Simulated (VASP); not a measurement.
Here is the system:

```
SrVO3
1.0
    3.81555     0.00000     0.00000
    0.00000     3.81555     0.00000
    0.00000     0.00000     3.81555
Sr V O
1 1 3
Direct
  0.00000   0.00000   0.00000
  0.50000   0.50000   0.50000
  0.50000   0.00000   0.50000
  0.00000   0.50000   0.50000
  0.50000   0.50000   0.00000
```

The numbers are results of PBEsol GGA, VASP's PBE PAW potentials (set 64) (plane waves; VASP), not measurements. Run with 520 eV cut-off, 9×9×9 Γ-centred mesh, tetrahedra with Blöchl corrections, potentials Sr_sv V_sv O.

The cores are frozen, which limits the accuracy of field gradients.

Q: Give the principal components of the electric field gradient (V/Å²) and the asymmetry η at each nucleus.

A: 
| atom | Vxx | Vyy | Vzz | η |
|---|---|---|---|---|
| Sr1 | 0.0 | 0.0 | 0.0 | - |
| V2 | 0.0 | 0.0 | 0.0 | - |
| O3 | -13.5 | -13.5 | 27.0 | 0.00 |
| O4 | -13.5 | -13.5 | 27.0 | 0.00 |
| O5 | -13.5 | -13.5 | 27.0 | 0.00 |

The compound is SrVO3 in the cubic perovskite structure. It was relaxed first. The run is not spin-polarised, so no magnetic state was tried.
